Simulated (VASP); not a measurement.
Data:

```
CELL_PARAMETERS angstrom
      0.00000     2.26607     2.26607
      2.26607     0.00000     2.26607
      2.26607     2.26607     0.00000
ATOMIC_POSITIONS crystal
  B  0.00000 0.00000 0.00000
  P  0.25000 0.25000 0.25000
```

The numbers are results of r2SCAN meta-GGA, VASP's PBE PAW potentials (set 64) (plane waves; VASP), not measurements. Numerical set-up: 520 eV cut-off, 9×9×9 Γ-centred mesh, Gaussian smearing of 0.050 eV, potentials B P.

Question: Estimate the energy per atom (σ→0).

Answer: 
- energy per atom (σ→0): -8.655 eV/atom

Total energies compare only between runs with the same potentials, cut-off and functional.

The structure comes from a computed database's BP entry (F-43m); how it stands against other phases isn't given here. The cell was not relaxed at this level.
